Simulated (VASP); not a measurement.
The system is MgSn2N2.

```
CELL_PARAMETERS angstrom
5.68234 0.00000 0.00000
-2.84117 4.92105 0.00000
0.00000 0.00000 8.23633
ATOMIC_POSITIONS crystal
Mg 0.33333 0.66667 0.00000
Mg 0.66667 0.33333 0.00000
Sn 0.33333 0.66667 0.30687
Sn 0.33333 0.66667 0.69313
Sn 0.66667 0.33333 0.69313
Sn 0.66667 0.33333 0.30687
N 0.50000 0.00000 0.50000
N 0.00000 0.50000 0.50000
N 0.50000 0.50000 0.50000
N 0.00000 0.00000 0.50000
```

The cell was built by a generator and needn't be a form met in nature.

| Quantity | Value |
| --- | --- |
| Program | VASP 6.6.1 |
| Task | relaxation of cell and atoms |
| Functional | PBE |
| Potentials or basis | VASP PAW PBE potentials, release 64 (Mg, Sn_d, N) |
| Cutoff | 520 eV |
| k mesh | 3 × 3 × 2 |
| Occupations | gaussian, width 0.15 eV |
| Spin | no spin polarisation |

At the start: pressure -0.1 GPa; volume 23.03 Å³/atom.

Where does the relaxation end?

Over 16 steps the energy falls by 193.4 meV/atom and the volume is 26.04 Å³/atom (+13.1 %); space group P6/mmm (No. 191, to 0.05 Å).

The path:
```
step  energy change (eV)  largest force (eV/Å)  pressure (GPa)  volume (Å³)
   1              0.0000                3.7916           -0.15       230.31
   2             -1.6178                0.1450            3.86       229.58
   3             -1.6197                0.0280            4.10       229.55
   4             -1.8920                0.3016            0.27       249.60
   5             -1.8985                0.4248           -0.24       253.67
   6             -1.8982                0.4475           -0.59       255.35
   7             -1.8986                0.4889           -0.39       254.35
   8             -1.9147                0.1976            0.17       256.88
   9             -1.9170                0.0457            0.02       256.11
  10             -1.9169                0.0557            0.14       256.28
  11             -1.9170                0.0024           -0.02       256.21
  12             -1.9239                0.0074            0.23       256.60
  13             -1.9297                0.0285            0.54       257.73
  14             -1.9313                0.0632            0.32       259.20
  15             -1.9318                0.0854            0.14       259.91
  16             -1.9342                0.0352            0.29       260.38
```

Final structure:
```xyz
10
Lattice="5.7848 0.0000 0.0000 -2.8924 5.0097 0.0000 0.0000 0.0000 8.9846" Properties=species:S:1:pos:R:3 pbc="T T T"
Mg    0.0000    3.3398    0.0000
Mg    2.8924    1.6699    0.0000
Sn    0.0000    3.3398    3.0655
Sn    0.0000    3.3398    5.9191
Sn    2.8924    1.6699    5.9191
Sn    2.8924    1.6699    3.0655
N     2.8924    0.0000    4.4923
N    -1.4462    2.5049    4.4923
N     1.4462    2.5049    4.4923
N     0.0000    0.0000    4.4923
```

Caveat: the k mesh is coarse (spacing up to 0.43 Å⁻¹), so the values aren't converged.
